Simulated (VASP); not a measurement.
Input of a VASP 6.6.1 run:

File INCAR:

```
SYSTEM = YSn3Pd
PREC     = Accurate       ! precision mode
ENCUT    = 520            ! plane-wave cutoff, eV
EDIFF    = 1E-7           ! SCF threshold, eV
ISMEAR   = -1             ! smearing method
SIGMA    = 0.1            ! smearing width, eV
LREAL    = .FALSE.        ! projectors in reciprocal space
LASPH    = .TRUE.         ! aspherical terms in the spheres
NELM     = 150            ! most SCF steps
ALGO     = Normal         ! electronic algorithm
ISIF     = 2              ! what is computed and relaxed
LWAVE    = .FALSE.        ! write WAVECAR
LCHARG   = .FALSE.        ! write CHGCAR
ISPIN    = 2              ! spin polarisation
MAGMOM   = 0 0 0 0 0      ! initial moments
LORBIT   = 11             ! projections on sites
LMAXMIX  = 4              ! l up to which the mixer works
GGA      = PE             ! functional
NBANDS   = 44             ! bands
```

The input KPOINTS:

```
Automatic mesh
0
Gamma
  4 4 3
  0 0.5 0
```

POSCAR

```
YSn3Pd
1.0
    0.0234310000      4.7021280000      0.0270670000
    4.7302930000      0.0234310000     -0.0103690000
    2.3890170000      2.3310510000     -5.5730440000
Y Pd Sn
1 1 3
Direct
    0.9922530000      0.9765450000      0.0030470000
    0.6293130000      0.6524870000      0.7320650000
    0.7282690000      0.2200970000      0.5061180000
    0.2481760000      0.7104960000      0.5134180000
    0.4248280000      0.3992670000      0.1725510000
```

Potentials or basis: VASP PAW PBE potentials, release 64 (Y_sv, Pd, Sn_d).

Run with:

```console
$ cat potpaw_PBE.64/Y_sv/POTCAR potpaw_PBE.64/Pd/POTCAR potpaw_PBE.64/Sn_d/POTCAR > POTCAR
$ mpirun -np 1 vasp_std > vasp.out
```

Task: What does it give for the net moment?

Result: 0.00 μB per cell.

Task: Predict the band gap on the k mesh.

Result: None (metal or under the smearing width).

Task: Predict the pressure.

Result: 3.3 GPa.

Task: Predict the largest force.

Result: 1.586 eV/Å.

Forces on the atoms (eV/Å):
```
Y   -0.032  0.086 -0.224
Pd  -1.242  0.460  0.380
Sn   1.472  0.555  0.204
Sn   0.026 -0.600  0.273
Sn  -0.223 -0.501 -0.632
```

Caveat: the k mesh is coarse (spacing up to 0.38 Å⁻¹), so the values aren't converged; forces of over 1 eV/Å show positions far from the minimum, so gaps and moduli don't describe the material at rest.
